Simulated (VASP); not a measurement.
# Nb (relaxed from the hcp structure, space group P6_3/mmc): computed properties

Method: PBEsol GGA, VASP's PBE PAW potentials (set 64) (plane waves; VASP).

- space group: P6_3/mmc (194)
- cell: a = b = 2.828 Å, c = 5.179 Å, α = β = 90.00°, γ = 120.00°
- volume per atom: 17.93 Å^3/atom
- band gap (over mesh and band path): none (metal, semimetal or under 0.01 eV)
- density: 8.60 g/cm³

```
Nb
1.0
    2.82792     0.00000     0.00000
   -1.41396     2.44905     0.00000
    0.00000     0.00000     5.17851
Nb
2
Cartesian
  0.00000   1.63270   1.29463
  1.41396   0.81635   3.88388
```

The structure was generated: Nb was put into the hcp type (P6_3/mmc), which need not be its known phase. It was relaxed first. Symmetry was kept, so distortions that lower it aren't found.
